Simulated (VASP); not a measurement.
These are PBEsol GGA, VASP's PBE PAW potentials (set 64) (plane waves; VASP) values and carry that method's errors.

Input for VASP

### KPOINTS
```
Automatic mesh
0
Gamma
  6 6 6
0 0 0
```

POSCAR:
```
Nb3Sn
1
    5.2097148185     0.0000000000     0.0000000000
    0.0000000000     5.2097148185     0.0000000000
    0.0000000000     0.0000000000     5.2097148185
Nb Sn
6 2
Direct
  0.2500000000   0.0000000000   0.5000000000
  0.5000000000   0.2500000000   0.0000000000
  0.5000000000   0.7500000000   0.0000000000
  0.7500000000   0.0000000000   0.5000000000
  0.0000000000   0.5000000000   0.7500000000
  0.0000000000   0.5000000000   0.2500000000
  0.5000000000   0.5000000000   0.5000000000
  0.0000000000   0.0000000000   0.0000000000
```

**INCAR**
```
EDIFF = 1E-6   ! SCF stop (eV)
IBRION = 2
ISIF = 3   ! ions, shape and volume
ALGO = Normal
LREAL = F   ! projection in real space or not
LMAXMIX = 4   ! l cut-off of mixed one-centre charges
NELM = 100
LWAVE = F
LASPH = T
SIGMA = 0.1
PREC = Accurate
LCHARG = F
GGA = PS
NSW = 40   ! most ionic steps
SYSTEM = Nb3Sn
ISMEAR = 1   ! Methfessel-Paxton
PSTRESS = 100   ! kbar
EDIFFG = -0.02   ! ionic stop
ENCUT = 500
```

POTCAR, in this order: Nb_sv Sn_d (PBE.64 set). Program: vasp_std.

The resulting files:

File OSZICAR:
```
       N       E                     dE             d eps       ncg     rms          rms(c)
DAV:   1     0.177459506488E+04    0.17746E+04   -0.50513E+04  2632   0.223E+03
DAV:   2     0.204640581877E+03   -0.15700E+04   -0.15390E+04  2552   0.814E+02
DAV:   3    -0.468888689821E+02   -0.25153E+03   -0.24255E+03  3368   0.275E+02
DAV:   4    -0.765060932793E+02   -0.29617E+02   -0.28822E+02  3760   0.839E+01
DAV:   5    -0.790561269827E+02   -0.25500E+01   -0.25225E+01  4601   0.215E+01    0.195E+01
DAV:   6    -0.761759925257E+02    0.28801E+01   -0.90542E+00  3536   0.156E+01    0.651E+00
DAV:   7    -0.758864942328E+02    0.28950E+00   -0.20737E+00  3944   0.722E+00    0.269E+00
DAV:   8    -0.758851261145E+02    0.13681E-02   -0.25939E-01  4008   0.270E+00    0.652E-01
DAV:   9    -0.758859552484E+02   -0.82913E-03   -0.40883E-02  3992   0.111E+00    0.382E-01
DAV:  10    -0.758865727773E+02   -0.61753E-03   -0.66546E-03  4208   0.393E-01    0.645E-02
DAV:  11    -0.758865483574E+02    0.24420E-04   -0.53103E-04  3496   0.121E-01    0.277E-02
DAV:  12    -0.758865344571E+02    0.13900E-04   -0.58361E-05  4248   0.431E-02    0.454E-03
DAV:  13    -0.758865341134E+02    0.34369E-06   -0.53505E-06  2656   0.129E-02
   1 F= -.67061198E+02 E0= -.67059057E+02  d E =-.670612E+02
       N       E                     dE             d eps       ncg     rms          rms(c)
DAV:   1    -0.807499524105E+02   -0.48634E+01   -0.20542E+02  2557   0.117E+02    0.177E+01
DAV:   2    -0.764512736407E+02    0.42987E+01   -0.20945E+01  3091   0.383E+01    0.922E+00
DAV:   3    -0.748542715949E+02    0.15970E+01   -0.11279E+01  3690   0.203E+01    0.593E+00
DAV:   4    -0.748345707667E+02    0.19701E-01   -0.12440E+00  3357   0.573E+00    0.243E+00
DAV:   5    -0.748878599037E+02   -0.53289E-01   -0.17501E-01  4230   0.193E+00    0.177E+00
DAV:   6    -0.749092918761E+02   -0.21432E-01   -0.42680E-02  3899   0.886E-01    0.726E-01
DAV:   7    -0.749163990496E+02   -0.71072E-02   -0.27179E-02  4254   0.588E-01    0.102E-01
DAV:   8    -0.749163404682E+02    0.58581E-04   -0.19009E-03  3825   0.223E-01    0.120E-01
DAV:   9    -0.749163795450E+02   -0.39077E-04   -0.23622E-04  3813   0.949E-02    0.245E-02
DAV:  10    -0.749163776900E+02    0.18551E-05   -0.50925E-05  3961   0.355E-02    0.104E-02
DAV:  11    -0.749163771803E+02    0.50962E-06   -0.31896E-06  2425   0.118E-02
   2 F= -.66791023E+02 E0= -.66790919E+02  d E =0.270175E+00
       N       E                     dE             d eps       ncg     rms          rms(c)
DAV:   1    -0.783585043186E+02   -0.34421E+01   -0.10334E+02  2588   0.886E+01    0.108E+01
DAV:   2    -0.766029887409E+02    0.17555E+01   -0.11230E+01  3225   0.258E+01    0.683E+00
DAV:   3    -0.757125172797E+02    0.89047E+00   -0.62219E+00  3713   0.148E+01    0.342E+00
DAV:   4    -0.756926955469E+02    0.19822E-01   -0.69154E-01  3446   0.390E+00    0.132E+00
DAV:   5    -0.757202328139E+02   -0.27537E-01   -0.71756E-02  4216   0.132E+00    0.121E+00
DAV:   6    -0.757266926709E+02   -0.64599E-02   -0.15404E-02  3606   0.539E-01    0.775E-01
DAV:   7    -0.757314708071E+02   -0.47781E-02   -0.26661E-02  3761   0.716E-01    0.169E-01
DAV:   8    -0.757318961535E+02   -0.42535E-03   -0.30236E-03  3718   0.285E-01    0.731E-02
DAV:   9    -0.757319003981E+02   -0.42446E-05   -0.14577E-04  4216   0.607E-02    0.255E-02
DAV:  10    -0.757318936809E+02    0.67172E-05   -0.28025E-05  3394   0.262E-02    0.942E-03
DAV:  11    -0.757318938905E+02   -0.20961E-06   -0.18659E-06  2097   0.815E-03
   3 F= -.67117293E+02 E0= -.67115622E+02  d E =-.560952E-01
```

File OUTCAR:
```
------------------------ aborting loop because EDIFF is reached ----------------------------------------
  FORCE on cell =-STRESS in cart. coord.  units (eV):
  Direction    XX          YY          ZZ          XY          YZ          ZX
  --------------------------------------------------------------------------------------
  Total        8.5106108      8.5106108      8.5106108      0.0000000     -0.0000000     -0.0000000
  in kB       98.7928621     98.7928621     98.7928621      0.0000000     -0.0000000     -0.0000000
  external PRESSURE =      -1.2071379 kB  Pullay stress =     100.0000000 kB
  volume of cell :      138.02
      direct lattice vectors                 reciprocal lattice vectors
     5.167913654  0.000000000 -0.000000000     0.193501685  0.000000000 -0.000000000
    -0.000000000  5.167913654 -0.000000000    -0.000000000  0.193501685  0.000000000
     0.000000000 -0.000000000  5.167913654     0.000000000  0.000000000  0.193501685
 POSITION                                       TOTAL-FORCE (eV/Angst)
 -----------------------------------------------------------------------------------
      1.29198     -0.00000      2.58396        -0.000000     -0.000000      0.000000
      2.58396      1.29198     -0.00000        -0.000000      0.000000      0.000000
      2.58396      3.87594     -0.00000         0.000000     -0.000000     -0.000000
      3.87594     -0.00000      2.58396         0.000000      0.000000     -0.000000
     -0.00000      2.58396      3.87594         0.000000      0.000000     -0.000000
     -0.00000      2.58396      1.29198        -0.000000     -0.000000      0.000000
      2.58396      2.58396      2.58396         0.000000     -0.000000      0.000000
      0.00000      0.00000     -0.00000         0.000000     -0.000000      0.000000
 -----------------------------------------------------------------------------------
    total drift:                                0.000000     -0.000000      0.000000
  FREE ENERGIE OF THE ION-ELECTRON SYSTEM (eV)
  ---------------------------------------------------
  free  energy   TOTEN  =       -75.7318938905 eV

  energy  without entropy=      -75.7268825096  energy(sigma->0) =      -75.73022343
  enthalpy is  TOTEN    =       -67.1172929510 eV   P V=        8.6146009395

 reached required accuracy - stopping structural energy minimisation
```
(Selected blocks of OUTCAR.)

### CONTCAR
```
Nb3Sn
   1.00000000000000
     5.1679136542577018    0.0000000000000000   -0.0000000000000000
    -0.0000000000000000    5.1679136542577018   -0.0000000000000000
     0.0000000000000000   -0.0000000000000000    5.1679136542577018
  Nb              Sn
     6     2
Direct
     0.2500000000000000    0.0000000000000000    0.5000000000000000
     0.5000000000000000    0.2500000000000000    0.0000000000000000
     0.5000000000000000    0.7500000000000000    0.0000000000000000
     0.7500000000000000    0.0000000000000000    0.5000000000000000
     0.0000000000000000    0.5000000000000000    0.7500000000000000
     0.0000000000000000    0.5000000000000000    0.2500000000000000
     0.5000000000000000    0.5000000000000000    0.5000000000000000
     0.0000000000000000    0.0000000000000000    0.0000000000000000
```

Energy and stress use the plane-wave basis of the starting cell.

The compound is Nb3Sn in the A15 structure. This run relaxes it under an external pressure of 10 GPa. Symmetry was kept, so distortions that lower it aren't found.
